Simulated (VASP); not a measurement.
Given:

```
Ni3Si
1.0
    3.48011     0.00000     0.00000
    0.00000     3.48011     0.00000
    0.00000     0.00000     3.48011
Si Ni
1 3
Cartesian
  0.00000   0.00000   0.00000
  0.00000   1.74005   1.74005
  1.74005   0.00000   1.74005
  1.74005   1.74005   0.00000
```

Computed with PBE GGA, VASP's PBE PAW potentials (set 64) (plane waves; VASP). Numerical set-up: 480 eV cut-off, 8×8×8 Γ-centred mesh, first-order Methfessel-Paxton smearing of 0.10 eV, potentials Si Ni.

**Question.** Estimate the energy per atom (σ→0), pressure, band gap (on the k-mesh) with the smallest direct gap where there is one.

**Answer.** 
```json
{
 "band gap (on the k-mesh)": "none (metal, semimetal or under 0.01 eV)",
 "energy per atom (σ→0)": "-5.916 eV/atom",
 "pressure": "4.99 GPa"
}
```

Total energies compare only between runs with the same potentials, cut-off and functional.

The compound is Ni3Si in the L1_2 structure. It was relaxed first under an external pressure of 5 GPa. The run is not spin-polarised, so no magnetic state was tried.
